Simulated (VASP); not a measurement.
These are PBE GGA, VASP's PBE PAW potentials (set 64) (plane waves; VASP 6.6.1) values and carry that method's errors.

VASP ran on this input.

INCAR:
```
ALGO = Normal
AMIX = 0.05
BMIX = 3.0
EDIFF = 1E-6
ENCUT = 520
GGA = PE
IMIX = 4
ISIF = 2
ISMEAR = 1
LASPH = T
LCHARG = F
LMAXMIX = 6
LREAL = F
LWAVE = F
NELM = 100
PREC = Accurate
SIGMA = 0.1
SYSTEM = HfN
```

KPOINTS:
```
Automatic mesh
0
Gamma
13 13 13
0 0 0
```

File POSCAR:
```
HfN
1
    0.0000000000     2.2600000000     2.2600000000
    2.2600000000     0.0000000000     2.2600000000
    2.2600000000     2.2600000000     0.0000000000
Hf N
1 1
Direct
  0.0000000000   0.0000000000   0.0000000000
  0.5000000000   0.5000000000   0.5000000000
```

POTCAR, in this order: Hf_pv N (PBE.64 set). Program: vasp_std.

Output of the run:

**OSZICAR**
```
       N       E                     dE             d eps       ncg     rms          rms(c)
DAV:   1     0.359546167232E+02    0.35955E+02   -0.82872E+03  1848   0.128E+03
DAV:   2    -0.226749891204E+02   -0.58630E+02   -0.55161E+02  2423   0.249E+02
DAV:   3    -0.247446665907E+02   -0.20697E+01   -0.20571E+01  2405   0.409E+01
DAV:   4    -0.247612782942E+02   -0.16612E-01   -0.16367E-01  2179   0.368E+00
DAV:   5    -0.247615536580E+02   -0.27536E-03   -0.27459E-03  2373   0.344E-01    0.491E+01
DAV:   6    -0.239127291430E+02    0.84882E+00   -0.30028E-01  2178   0.410E+00    0.483E+01
DAV:   7    -0.218357418989E+02    0.20770E+01   -0.11993E+01  2162   0.246E+01    0.424E+01
DAV:   8    -0.231031070194E+02   -0.12674E+01   -0.83868E+00  2144   0.196E+01    0.185E+01
DAV:   9    -0.217733620483E+02    0.13297E+01   -0.77988E+00  2182   0.191E+01    0.318E+00
DAV:  10    -0.217656573348E+02    0.77047E-02   -0.18542E-01  2073   0.442E+00    0.445E+00
DAV:  11    -0.217763810646E+02   -0.10724E-01   -0.10968E-02  2298   0.898E-01    0.748E+00
DAV:  12    -0.217542091311E+02    0.22172E-01   -0.84387E-02  2144   0.238E+00    0.626E-01
DAV:  13    -0.217546935590E+02   -0.48443E-03   -0.28328E-03  2165   0.560E-01    0.137E+00
DAV:  14    -0.217546477123E+02    0.45847E-04   -0.44484E-05  2185   0.739E-02    0.143E+00
DAV:  15    -0.217545904048E+02    0.57307E-04   -0.37316E-05  2221   0.554E-02    0.997E-01
DAV:  16    -0.217544712419E+02    0.11916E-03   -0.47745E-04  2188   0.158E-01    0.106E-01
DAV:  17    -0.217544715822E+02   -0.34035E-06   -0.82451E-06  2132   0.334E-02
   1 F= -.21754472E+02 E0= -.21754369E+02  d E =-.306667E-03
```

**OUTCAR**
```
------------------------ aborting loop because EDIFF is reached ----------------------------------------
  FORCE on cell =-STRESS in cart. coord.  units (eV):
  Direction    XX          YY          ZZ          XY          YZ          ZX
  --------------------------------------------------------------------------------------
  Total        0.3807991      0.3807991      0.3807991      0.0000000      0.0000000      0.0000000
  in kB       26.4272032     26.4272032     26.4272032      0.0000000      0.0000000      0.0000000
  external PRESSURE =      26.4272032 kB  Pullay stress =       0.0000000 kB
  volume of cell :       23.09
      direct lattice vectors                 reciprocal lattice vectors
     0.000000000  2.260000000  2.260000000    -0.221238938  0.221238938  0.221238938
     2.260000000  0.000000000  2.260000000     0.221238938 -0.221238938  0.221238938
     2.260000000  2.260000000  0.000000000     0.221238938  0.221238938 -0.221238938
 POSITION                                       TOTAL-FORCE (eV/Angst)
 -----------------------------------------------------------------------------------
      0.00000      0.00000      0.00000         0.000000      0.000000      0.000000
      2.26000      2.26000      2.26000         0.000000      0.000000      0.000000
 -----------------------------------------------------------------------------------
    total drift:                                0.000000     -0.000000     -0.000000
  FREE ENERGIE OF THE ION-ELECTRON SYSTEM (eV)
  ---------------------------------------------------
  free  energy   TOTEN  =       -21.7544715822 eV

  energy  without entropy=      -21.7541649155  energy(sigma->0) =      -21.75436936
```
(Selected blocks of OUTCAR.)

The compound is HfN in the rock salt structure. The cell was not relaxed at this level. The run is one of a series of settings (AMIX = 0.05, BMIX = 3.0, IMIX = 4 against the base run), some of them coarse on purpose. The electron count is odd and the run is not spin-polarised, which forces a metal.
